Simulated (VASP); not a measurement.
Given:

```xyz
3
Lattice="1.5497 -2.6842 0.0000 1.5497 2.6842 0.0000 0.0000 0.0000 3.5366" Properties=species:S:1:pos:R:3 pbc="T T T"
Mg     3.0994     0.0000     0.0000
B      1.5497     0.8947     1.7683
B      1.5497    -0.8947     1.7683
```

All values below come from RPBE GGA, VASP's PBE PAW potentials (set 64) (plane waves; VASP). Numerical set-up: 520 eV cut-off, 13×13×10 Γ-centred mesh, tetrahedra with Blöchl corrections, potentials Mg B.

Task: Predict the energy per atom (σ→0), band gap (on the k-mesh) with the smallest direct gap where there is one.

Result: 
The band gap (on the k-mesh) comes out as none (metal, semimetal or under 0.01 eV) and the energy per atom (σ→0) is -4839 meV/atom.

The absolute energy has meaning only against runs of the same code, potentials and settings.

The compound is MgB2 in the AlB2 type structure. It was relaxed first.
